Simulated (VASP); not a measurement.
# Mesh, vacuum, cutoff and functional for Pb(110)

How far does the level below the vacuum of Pb(110) depend on the numerical settings, and how far on the functional?

Main program and level: VASP 6.6.1; PBEsol; plane waves and PAW (Pb), in the first sound run; inputs show where later runs differ.

## 1. The structure

The cell holds 7 atoms: 7 Pb. Cell: a = 4.950 Å, b = 3.500 Å, c = 28.501 Å, α = 90.0°, β = 90.0°, γ = 90.0°. Vacuum lies along c.

## 2. The base run

The base run sets the number that all others are held against.

The input, INCAR:

```
SYSTEM = Pb
PREC = Normal
ENCUT = 350
EDIFF = 1E-06
NELM = 120
ISMEAR = 1
SIGMA = 0.1
LREAL = .FALSE.
ALGO = Normal
GGA = PS
NBANDS = 21
LORBIT = 11
LWAVE = .FALSE.
LCHARG = .FALSE.
KPAR = 4
IDIPOL = 3
LDIPOL = .TRUE.
DIPOL = 0.5 0.5 0.5
LVHAR = .TRUE.
LVACPOTAV = .TRUE.
NEDOS = 1500
```

The input, POSCAR:

```
Pb
1.0
    4.9500000000      0.0000000000      0.0000000000
    0.0000000000      3.5001785669      0.0000000000
    0.0000000000      0.0000000000     28.5005357006
Pb
7
Direct
    0.0000000000      0.0000000000      0.3157835381
    0.5000000000      0.5000000000      0.3771890254
    0.0000000000      0.0000000000      0.4385945127
    0.5000000000      0.5000000000      0.5000000000
    0.0000000000      0.0000000000      0.5614054873
    0.5000000000      0.5000000000      0.6228109746
    0.0000000000      0.0000000000      0.6842164619
```

The input, KPOINTS:

```
Automatic mesh
0
Gamma
5 7 1
0 0 0
```

The projector-augmented-wave data sets are Pb (PBE family, release 64).

Run with:

```
$ mpirun -np 4 vasp_std
```

The program printed:

```text
[banner, memory and clock lines left out]
running    4 mpi-ranks, on    1 nodes
 distrk:  each k-point on    1 cores,    4 groups
 distr:  one band on    1 cores,    1 groups

 POSCAR found type information on POSCAR Pb
 POSCAR found :  1 types and       7 ions
|                                                                             |
|               ----> ADVICE to this user running VASP <----                  |
|                                                                             |
|     You enforced a specific xc type in the INCAR file but a different       |
|     [... a line on the potential file left out ...]
|     I HOPE YOU KNOW WHAT YOU ARE DOING!                                     |
|                                                                             |

 LDA part: xc-table for (Slater+PW92), standard interpolation
 POSCAR, INCAR and KPOINTS ok, starting setup
 FFT: planning ... GRIDC
 FFT: planning ... GRID_SOFT
 FFT: planning ... GRID
 WAVECAR not read
 entering main loop
       N       E                     dE             d eps       ncg     rms          rms(c)
DAV:   1     0.139588035165E+03    0.13959E+03   -0.64380E+03   504   0.676E+02
DAV:   2    -0.973508674477E+01   -0.14932E+03   -0.14435E+03   756   0.126E+02
DAV:   3    -0.262636323287E+02   -0.16529E+02   -0.16287E+02   595   0.502E+01
DAV:   4    -0.271369520431E+02   -0.87332E+00   -0.86771E+00   811   0.116E+01
DAV:   5    -0.271501133667E+02   -0.13161E-01   -0.13155E-01   753   0.158E+00    0.120E+01
DAV:   6    -0.269566999813E+02    0.19341E+00   -0.10735E+00   740   0.359E+00    0.712E+00
DAV:   7    -0.270688821681E+02   -0.11218E+00   -0.16141E+00   714   0.510E+00    0.197E+00
DAV:   8    -0.268621304851E+02    0.20675E+00   -0.76356E-01   695   0.337E+00    0.550E-01
DAV:   9    -0.268681434066E+02   -0.60129E-02   -0.64200E-02   649   0.952E-01    0.551E-01
DAV:  10    -0.268681321867E+02    0.11220E-04   -0.12393E-03   759   0.159E-01    0.494E-01
DAV:  11    -0.268679132525E+02    0.21893E-03   -0.10527E-03   641   0.118E-01    0.200E-01
DAV:  12    -0.268678478671E+02    0.65385E-04   -0.71998E-04   653   0.111E-01    0.153E-01
DAV:  13    -0.268680440693E+02   -0.19620E-03   -0.27055E-04   604   0.582E-02    0.137E-01
DAV:  14    -0.268682848453E+02   -0.24078E-03   -0.24769E-04   579   0.485E-02    0.876E-02
DAV:  15    -0.268684853746E+02   -0.20053E-03   -0.15966E-04   595   0.381E-02    0.649E-02
DAV:  16    -0.268688028232E+02   -0.31745E-03   -0.54769E-05   593   0.282E-02    0.254E-02
DAV:  17    -0.268688995575E+02   -0.96734E-04   -0.14583E-05   621   0.141E-02    0.250E-02
DAV:  18    -0.268689056917E+02   -0.61342E-05   -0.10517E-06   508   0.467E-03    0.203E-02
DAV:  19    -0.268689917321E+02   -0.86040E-04   -0.77465E-06   519   0.113E-02    0.942E-03
DAV:  20    -0.268690236243E+02   -0.31892E-04   -0.75811E-06   542   0.752E-03    0.110E-02
DAV:  21    -0.268690239707E+02   -0.34645E-06   -0.15189E-07   469   0.158E-03
|                                                                             |
|           W    W    AA    RRRRR   N    N  II  N    N   GGGG   !!!           |
|           W    W   A  A   R    R  NN   N  II  NN   N  G    G  !!!           |
|           W    W  A    A  R    R  N N  N  II  N N  N  G       !!!           |
|           W WW W  AAAAAA  RRRRR   N  N N  II  N  N N  G  GGG   !            |
|           WW  WW  A    A  R   R   N   NN  II  N   NN  G    G                |
|           W    W  A    A  R    R  N    N  II  N    N   GGGG   !!!           |
|                                                                             |
|     Did not find any points to average over, which means that no vacuum     |
|     field-free region was found. Please increase the size of  your cell     |
|     in the dimension of the dipole correction to obtain accurate            |
|     workfunction values.                                                    |
|                                                                             |

   1 F= -.26869024E+02 E0= -.26867076E+02  d E =-.584282E-02
```

Elapsed: 22 s, on 4 MPI ranks of AMD EPYC 7R43, shared host; peak memory 0.88 GiB.

The logs omit lines about the potential files and the build; timing stands in the text.

From OUTCAR (step 2):

```text
ion  position               nearest neighbor table
   1  0.000  0.000  0.316-   3 3.50   2 3.50   2 3.50   2 3.50   2 3.50
   2  0.500  0.500  0.377-   4 3.50   3 3.50   1 3.50   1 3.50   3 3.50   1 3.50   3 3.50   1 3.50
                             3 3.50
   3  0.000  0.000  0.439-   1 3.50   5 3.50   4 3.50   2 3.50   2 3.50   4 3.50   2 3.50   4 3.50
                             2 3.50   4 3.50
   4  0.500  0.500  0.500-   2 3.50   6 3.50   5 3.50   3 3.50   3 3.50   5 3.50   3 3.50   5 3.50
                             3 3.50   5 3.50
   5  0.000  0.000  0.561-   3 3.50   7 3.50   6 3.50   4 3.50   4 3.50   6 3.50   4 3.50   6 3.50
                             4 3.50   6 3.50
   6  0.500  0.500  0.623-   4 3.50   5 3.50   7 3.50   5 3.50   7 3.50   5 3.50   7 3.50   5 3.50
                             7 3.50
   7  0.000  0.000  0.684-   5 3.50   6 3.50   6 3.50   6 3.50   6 3.50

  LATTYP: Found a simple orthorhombic cell.
 ALAT       =     3.5001785669
 B/A-ratio  =     1.4142135624
 C/A-ratio  =     8.1425947722

 Subroutine GETGRP returns: Found  8 space group operations
 (whereof  8 operations were pure point group operations)

The static configuration has the point symmetry D_2h.

 Found     12 irreducible k-points:

   k-points           NKPTS =     12   k-points in BZ     NKDIM =     12   number of bands    NBANDS=     21

   dimension x,y,z NGX =    24 NGY =   16 NGZ =  140
   dimension x,y,z NGXF=    48 NGYF=   32 NGZF=  280

   ENCUT  =  350.0 eV  25.72 Ry    5.07 a.u.   7.55  5.34 43.48*2*pi/ulx,y,z

   NELECT =      28.0000    total number of electrons

 k-points in reciprocal lattice and weights: Automatic mesh
   0.00000000  0.00000000  0.00000000       0.029
   0.20000000  0.00000000  0.00000000       0.057
   0.40000000  0.00000000  0.00000000       0.057
   0.00000000  0.14285714  0.00000000       0.057
   0.20000000  0.14285714  0.00000000       0.114
   0.40000000  0.14285714  0.00000000       0.114
   0.00000000  0.28571429  0.00000000       0.057
   0.20000000  0.28571429  0.00000000       0.114
   0.40000000  0.28571429  0.00000000       0.114
   0.00000000  0.42857143  0.00000000       0.057
   0.20000000  0.42857143  0.00000000       0.114
   0.40000000  0.42857143  0.00000000       0.114

 dipolmoment           0.000000      0.000000      0.000000 electrons x Angstroem

 average (electrostatic) potential at core
       1 -47.5613       2 -47.3245       3 -47.4486       4 -47.4259       5 -47.4486
       6 -47.3245       7 -47.5613

 E-fermi :  -0.0812

 k-point     1 :       0.0000    0.0000    0.0000
  band No.  band energies     occupation
    ...
      9      -2.2900      2.00000
     10      -1.5906      2.00000
     11      -1.4134      2.00000
     12      -1.0846      2.00000
     13      -0.4504      2.00000
     14       0.0163     -0.04484
     15       0.4549     -0.00000
     16       1.0272     -0.00000
     17       1.9390      0.00000
     18       2.2308      0.00000
    ...

 k-point     2 :       0.2000    0.0000    0.0000
  band No.  band energies     occupation
    ...
      8      -2.9595      2.00000
      9      -2.8277      2.00000
     10      -1.9501      2.00000
     11      -1.8674      2.00000
     12      -0.7109      2.00000
     13       0.0787     -0.04623
     14       0.5701     -0.00000
     15       1.2674     -0.00000
     16       1.4135     -0.00000
     17       1.9768      0.00000
    ...

 k-point     3 :       0.4000    0.0000    0.0000
  band No.  band energies     occupation
    ...
      9      -3.5627      2.00000
     10      -2.0450      2.00000
     11      -2.0124      2.00000
     12      -0.2337      2.05307
     13      -0.1373      1.80334
     14       1.3732     -0.00000
     15       2.1148      0.00000
     16       2.6772      0.00000
     17       3.2068      0.00000
     18       3.4528      0.00000
    ...

  Total       -3.6875062     -3.6427212     -2.0297291      0.0000000      0.0000000      0.0000000
  in kB      -11.9645101    -11.8192004     -6.5856742      0.0000000      0.0000000      0.0000000
  external PRESSURE =     -10.1231283 kB  Pullay stress =       0.0000000 kB

  energy-cutoff  :      350.00
  volume of cell :      493.80
      direct lattice vectors                 reciprocal lattice vectors
     4.950000000  0.000000000  0.000000000     0.202020202  0.000000000  0.000000000
     0.000000000  3.500178567  0.000000000     0.000000000  0.285699710  0.000000000
     0.000000000  0.000000000 28.500535701     0.000000000  0.000000000  0.035087060

 POSITION                                       TOTAL-FORCE (eV/Angst)
 -----------------------------------------------------------------------------------
      0.00000      0.00000      9.00000         0.000000      0.000000      0.430760
      2.47500      1.75009     10.75009         0.000000      0.000000     -0.326155
      0.00000      0.00000     12.50018         0.000000      0.000000     -0.056582
      2.47500      1.75009     14.25027         0.000000      0.000000     -0.000000
      0.00000      0.00000     16.00036         0.000000     -0.000000      0.056582
      2.47500      1.75009     17.75045         0.000000      0.000000      0.326155
      0.00000      0.00000     19.50054         0.000000     -0.000000     -0.430760
 -----------------------------------------------------------------------------------
    total drift:                               -0.000000     -0.000000     -0.000000

  FREE ENERGIE OF THE ION-ELECTRON SYSTEM (eV)
  ---------------------------------------------------
  free  energy   TOTEN  =       -26.8690239707 eV

  energy  without entropy=      -26.8631811509  energy(sigma->0) =      -26.86707636

 vacuum level on the upper side and lower side of the slab         3.679         3.679

 total charge
# of ion       s       p       d       tot
------------------------------------------
    1        1.724   1.222   0.041   2.987
    2        1.727   1.336   0.065   3.127
    3        1.736   1.320   0.073   3.129
    4        1.740   1.322   0.075   3.137
    5        1.736   1.320   0.073   3.129
    6        1.727   1.336   0.065   3.127
    7        1.724   1.222   0.041   2.987
--------------------------------------------------
tot         12.116   9.076   0.432  21.624

[... 3 further parts left out ...]
```

The PAW data sets were made with PBE, which is usual practice but a small mismatch for other functionals. The data set Pb keeps the semicore shell frozen, which is cheaper and a little less accurate.

This step gave:

```
electronic cycles                               : 21
electrons                                       : 28
free energy (TOTEN)                             : -26.87 eV
energy at zero smearing                         : -26.87 eV
Fermi energy                                    : -0.0812 eV
labelled metallic, from the levels on this mesh : yes
dipole moment                                   : 0, 0, 0 e·Å
vacuum levels                                   : 3.679, 3.679 eV
work functions of the upper and lower face      : 3.760, 3.760 eV
highest filled level below the vacuum           : 3.760 eV
```

The planar average of the electrostatic potential oscillates, so the rows of the table below give means over windows of 1.73 Å about each position, cut where the curve ends. Its maxima inside the range that stand out by 2 % of the span (Å: eV): 9.9: -4.24, 11.6: -4.29, 13.4: -4.32, 15.1: -4.32, 16.9: -4.29, 18.6: -4.24. Its minima: 9.1: -5.19, 10.8: -5.37, 12.5: -5.51, 14.2: -5.46, 16.0: -5.51, 17.7: -5.37, 19.4: -5.19.

Zero at the Fermi level. The planar average of the electrostatic potential by height; means over each step:

```
height (Å)  planar average of the electrostatic potential (eV)
      0.86                                                3.77
      2.59                                                3.76
      4.32                                                3.76
      6.05                                                3.71
      7.78                                                1.07
      9.51                                               -4.60
     11.24                                               -4.75
     12.97                                               -4.82
     14.70                                               -4.80
     16.43                                               -4.81
     18.16                                               -4.72
     19.89                                               -2.76
     21.62                                                3.45
     23.35                                                3.75
     25.08                                                3.76
     26.81                                                3.77
```

Density of states in the PAW spheres, an atom over height of the layer and energy from the Fermi level.

Ten even steps from '_' (0.00 states/eV) to '@' (0.98 states/eV), each cell a mean:
```
--..--::--..--
**----------**
==----------==
====::::::====
::::::::::::::
++**++++++**++
++**++++++**++
--==++++++==--
..--======--..
..::------::..
____......____
______________
______________
______________
______________
______________
______________
______________
..----------..
++++++++++++++
%%@@******@@%%
**==++##++==**
```
Columns: height of the layer (Å) from 9 to 19.5; rows upwards: energy from the Fermi level (eV) from -7.9 to 0.5.

Force by atom:

```
atom  x (eV/Å)  y (eV/Å)  z (eV/Å)   size
 Pb1     0.000     0.000     0.431  0.431
 Pb2     0.000     0.000    -0.326  0.326
 Pb3     0.000     0.000    -0.057  0.057
 Pb4     0.000     0.000     0.000  0.000
 Pb5     0.000     0.000     0.057  0.057
 Pb6     0.000     0.000     0.326  0.326
 Pb7     0.000     0.000    -0.431  0.431
```

The highest filled level lies 3.76 eV below the vacuum at the upper face.

Only the dipole across the slab is computed (IDIPOL = 3); zeros along the plane are no results.

The map of layer states is cut here 0.5 eV above the Fermi level, so it leaves out the states above that.

[end of part 1 of 5]

[Lines on the potential files, build, host, timing and source positions are cut from VASP's logs without a mark.]

[Logs are printed without paths, hosts, clocks, repeated set-up lines and the standing remarks that a program may print on its own settings, such as how far it seeks lower states.]

[Hosts, paths, dates, database ids (printed as entryN), source tags and the programs' standing remarks are cut or masked in the printed files.]

[In band tables of VASP the shares of atoms and orbitals are scaled to a sum of 1 inside the atoms' spheres.]

[Runs that stopped without an error message from VASP are left out.]
